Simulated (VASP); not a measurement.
# MoS2 (P6_3/mmc) in VASP: elastic constants with r2SCAN

Aim: the elastic constants of MoS2 with r2SCAN.

All numbers are computed with VASP 6.6.1; they aren't measurements. Logs are shortened: lines on timing, memory, paths and dates and some standing lists are left out, and cuts for length are marked.

## Step 1: The structure

The structure is hexagonal, space group P6_3/mmc (No. 194). Conventional cell: a = 3.185 Å, b = 3.185 Å, c = 12.964 Å, α = 90.00°, β = 90.00°, γ = 120.00°. Mo (site symmetry -6m2) has 6 S at 2.41 Å as nearest neighbours. Around S (site symmetry 3m) lie 3 Mo at 2.41 Å.

## Step 2: Elastic constants, r2SCAN

Input file POSCAR:

```
MoS2
1.0
    3.1853172828      0.0000000000      0.0000000000
   -1.5926586414      2.7585656860      0.0000000000
    0.0000000000      0.0000000000     12.9642686655
  Mo              S
     2     4
Direct
     0.3333333332999970    0.6666666667000030    0.2500000000000000
     0.6666666667000030    0.3333333332999970    0.7500000000000000
     0.3333333332999970    0.6666666667000030    0.6302507160050510
     0.6666666667000030    0.3333333332999970    0.1302507160050510
     0.3333333332999970    0.6666666667000030    0.8697492839949490
     0.6666666667000030    0.3333333332999970    0.3697492839949490
```

Input file INCAR.step1:

```
ALGO = Normal
EDIFF = 1E-8
EDIFFG = -0.002
ENCUT = 600
IBRION = 2
ISIF = 3
ISMEAR = 0
KPAR = 2
LASPH = T
LCHARG = F
LMIXTAU = T
LREAL = F
LWAVE = F
METAGGA = R2SCAN
NELM = 80
NSW = 40
PREC = Accurate
SIGMA = 0.03
```

Input file INCAR.step2:

```
ALGO = Normal
EDIFF = 1E-8
ENCUT = 600
IBRION = 6
ISIF = 3
ISMEAR = 0
KPAR = 2
LASPH = T
LCHARG = F
LMIXTAU = T
LREAL = F
LWAVE = F
METAGGA = R2SCAN
NELM = 80
NFREE = 2
NSW = 1
POTIM = 0.015
PREC = Accurate
SIGMA = 0.03
```

Input file KPOINTS:

```
k-points
0
Gamma
  12 12 3
```

Potentials or basis: VASP PAW PBE potentials, release 64 (Mo_sv, S).

Launch:

```
cat potpaw_PBE.64/Mo_sv/POTCAR potpaw_PBE.64/S/POTCAR > POTCAR
cp INCAR.step1 INCAR
mpirun -np 2 vasp_std > vasp.out
cp CONTCAR POSCAR
cp INCAR.step2 INCAR
mpirun -np 2 vasp_std > vasp.out
```

OUTCAR:

```text
EDIFF = 1E-8
   ENCUT = 600
   IBRION = 6
   ISIF = 3
   ISMEAR = 0
   LASPH = T
   LREAL = F
   METAGGA = R2SCAN
   NELM = 80
   NFREE = 2
   NSW = 1
   POTIM = 0.015
   PREC = Accurate

 ion  position               nearest neighbor table
   1  0.333  0.667  0.250-   4 2.41   6 2.41   4 2.41   6 2.41   4 2.41   6 2.41
   2  0.667  0.333  0.750-   3 2.41   5 2.41   3 2.41   5 2.41   3 2.41   5 2.41
   3  0.333  0.667  0.630-   2 2.41   2 2.41   2 2.41
   4  0.667  0.333  0.130-   1 2.41   1 2.41   1 2.41
   5  0.333  0.667  0.870-   2 2.41   2 2.41   2 2.41
   6  0.667  0.333  0.370-   1 2.41   1 2.41   1 2.41

  LATTYP: Found a hexagonal cell.
 ALAT       =     3.1853172828
 C/A-ratio  =     4.0700085783

  Lattice vectors:

 A1 = (   3.1853172828,   0.0000000000,   0.0000000000)
 A2 = (  -1.5926586414,   2.7585656860,   0.0000000000)
 A3 = (   0.0000000000,   0.0000000000,  12.9642686655)

Analysis of symmetry for initial positions (statically):
=====================================================================
 Subroutine PRICEL returns:
 Original cell was already a primitive cell.

 Routine SETGRP: Setting up the symmetry group for a
 hexagonal supercell.

 Subroutine GETGRP returns: Found 24 space group operations
 (whereof 12 operations were pure point group operations)
 out of a pool of 24 trial point group operations.

The static configuration has the point symmetry D_3d.
 The point group associated with its full space group is D_6h.

Analysis of symmetry for dynamics (positions and initial velocities):
=====================================================================
 Subroutine PRICEL returns:
 Original cell was already a primitive cell.
[... 1207 lines left out ...]

  FORCE on cell =-STRESS in cart. coord.  units (eV):
  Direction    XX          YY          ZZ          XY          YZ          ZX
  --------------------------------------------------------------------------------------
  -------------------------------------------------------------------------------------
  Total       -0.1410419     -0.1410419     -0.4392015      0.0000000      0.0000000      0.0000000
  in kB       -1.9836943     -1.9836943     -6.1771813      0.0000000      0.0000000      0.0000000
  external PRESSURE =      -3.3815233 kB  Pullay stress =       0.0000000 kB
[... 21 lines left out ...]
  FREE ENERGIE OF THE ION-ELECTRON SYSTEM (eV)
  ---------------------------------------------------
  free  energy   TOTEN  =       -90.0813452294 eV

  energy  without entropy=      -90.0813452294  energy(sigma->0) =      -90.08134523

 INTERNAL STRAIN TENSORS FROM STRAINED CELLS
 ============================================

 INTERNAL STRAIN TENSOR FOR ION    1 for displacements in x,y,z  (eV/Angst):
          X           Y           Z          XY          YZ          ZX
  --------------------------------------------------------------------------------
  x     0.00000     0.00000    -0.00000    -5.80790     0.00000    -0.00000
  y    -5.81620     5.82484    -0.00000    -0.00010    -0.00002     0.00003
  z     0.00000     0.00000     0.00000    -0.00000    -0.00077     0.00000

 INTERNAL STRAIN TENSORS FROM DISPLACED ATOMS
 ============================================

 INTERNAL STRAIN TENSOR FOR ION    1 for displacements in x,y,z  (eV/Angst):
          X           Y           Z          XY          YZ          ZX
  --------------------------------------------------------------------------------
  x     0.00000     0.00000     0.00000    -5.81040     0.00000     0.00000
  y    -5.81040     5.81040    -0.00000     0.00000     0.00000     0.00000
  z     0.00000     0.00000     0.00000     0.00000     0.00000    -0.00000

 INTERNAL STRAIN TENSOR FOR ION    6 for displacements in x,y,z  (eV/Angst):
          X           Y           Z          XY          YZ          ZX
  --------------------------------------------------------------------------------
  x     0.00000     0.00000     0.00000     2.95099    -0.00000   -14.42054
  y     2.95099    -2.95099     0.00000    -0.00000   -14.42055     0.00000
  z    -9.91166    -9.91166   -29.97088    -0.00000     0.00000    -0.00000

 Eigenvectors and eigenvalues of the dynamical matrix
 ----------------------------------------------------

   1 f  =   14.086027 THz    88.505116 2PiTHz  469.859275 cm-1    58.255099 meV
             X         Y         Z           dx          dy          dz
     -0.000000  1.839044  3.241067    -0.000000   -0.000000   -0.445353
      1.592659  0.919522  9.723201    -0.000000    0.000000    0.445353
     -0.000000  1.839044  8.170740     0.000000   -0.000000   -0.388369
      1.592659  0.919522  1.688605     0.000000    0.000000    0.388369
     -0.000000  1.839044 11.275663     0.000000   -0.000000   -0.388369
      1.592659  0.919522  4.793529     0.000000    0.000000    0.388369
[... 145 lines left out ...]
  18 f/i=    0.000330 THz     0.002071 2PiTHz    0.010995 cm-1     0.001363 meV
             X         Y         Z           dx          dy          dz
     -0.000000  1.839044  3.241067     0.000000    0.000000    0.547439
      1.592659  0.919522  9.723201     0.000000    0.000000    0.547439
     -0.000000  1.839044  8.170740     0.000000    0.000000    0.316473
      1.592659  0.919522  1.688605     0.000000    0.000000    0.316473
     -0.000000  1.839044 11.275663     0.000000    0.000000    0.316473
      1.592659  0.919522  4.793529     0.000000    0.000000    0.316473

--------------------------------------------------------------------------------------------------------

 ELASTIC MODULI CONTR FROM IONIC RELAXATION (kBar)
 Direction    XX          YY          ZZ          XY          YZ          ZX
 --------------------------------------------------------------------------------
 XX        -325.5138   -230.4729   -840.5967     -0.0000      0.0000      0.0000
 YY        -230.4729   -325.5138   -840.5967      0.0000     -0.0000     -0.0000
 ZZ        -840.5967   -840.5967  -2541.7975     -0.0000      0.0000      0.0000
 XY          -0.0000      0.0000     -0.0000    -47.5205     -0.0000     -0.0000
 YZ           0.0000     -0.0000      0.0000     -0.0000  -1230.4699      0.0000
 ZX           0.0000     -0.0000      0.0000     -0.0000      0.0000  -1230.4691
 --------------------------------------------------------------------------------

 TOTAL ELASTIC MODULI (kBar)
 Direction    XX          YY          ZZ          XY          YZ          ZX
 --------------------------------------------------------------------------------
 XX        2176.2755    574.6181     47.4709     -0.0000      0.0000      0.0000
 YY         574.6181   2176.2755     47.4709      0.0000     -0.0000     -0.0000
 ZZ          47.4709     47.4709    209.9569     -0.0000      0.0000      0.0000
 XY          -0.0000      0.0000     -0.0000    800.8287     -0.0000      0.0000
 YZ           0.0000     -0.0000      0.0000     -0.0000     78.0800      0.0000
 ZX           0.0000     -0.0000      0.0000     -0.0000      0.0000     78.0805
 --------------------------------------------------------------------------------
```

OSZICAR.step1:

```text
N       E                     dE             d eps       ncg     rms          rms(c)
DAV:   1     0.441143604968E+03    0.44114E+03   -0.32278E+04  2612   0.181E+03
DAV:   2    -0.806220889899E+02   -0.52177E+03   -0.51035E+03  2901   0.429E+02
DAV:   3    -0.108780327654E+03   -0.28158E+02   -0.27957E+02  2996   0.868E+01
[... 43 lines left out ...]
DAV:  47    -0.900833315864E+02   -0.74731E-06   -0.78664E-08  2437   0.263E-03    0.102E-03
DAV:  48    -0.900833312678E+02    0.31852E-06   -0.14874E-08  2081   0.110E-03    0.458E-04
DAV:  49    -0.900833315007E+02   -0.23287E-06   -0.15113E-08  1977   0.860E-04    0.169E-04
DAV:  50    -0.900833313220E+02    0.17870E-06   -0.49621E-09  1710   0.441E-04    0.237E-04
DAV:  51    -0.900833313400E+02   -0.18001E-07   -0.18769E-09  1577   0.293E-04    0.121E-04
DAV:  52    -0.900833313325E+02    0.74979E-08   -0.41317E-10  1556   0.125E-04
   1 F= -.90083331E+02 E0= -.90083331E+02  d E =-.900833E+02
```

It took 3.5 h on 2 MPI ranks of Intel Xeon 6975P-C (Granite Rapids), shared host; peak memory 1.3 GiB.

Results:

```
Voigt bulk modulus                                      : 66 GPa
Highest phonon frequency at Γ, LO-TO splitting left out : 470 cm⁻¹
```

Phonon frequencies in cm⁻¹ (negative: imaginary):
| q point | frequencies |
| --- | --- |
| (0.000, 0.000, 0.000) | 0 0 0 22 22 35 283 283 284 284 382 382 382 382 408 411 468 470 |

Elastic tensor in Voigt notation (GPa, in the Cartesian axes of the cell as first typed):
```
218  57   5   0   0   0
 57 218   5   0   0   0
  5   5  21   0   0   0
  0   0   0   8   0   0
  0   0   0   0   8   0
  0   0   0   0   0  80
```

Clamped-ion elastic tensor (GPa):
```
250  81  89   0   0   0
 81 250  89   0   0   0
 89  89 275   0   0   0
  0   0   0 131   0   0
  0   0   0   0 131   0
  0   0   0   0   0  85
```

Caveat: the PAW data sets were made with another functional, which shifts forces and pressure a little.
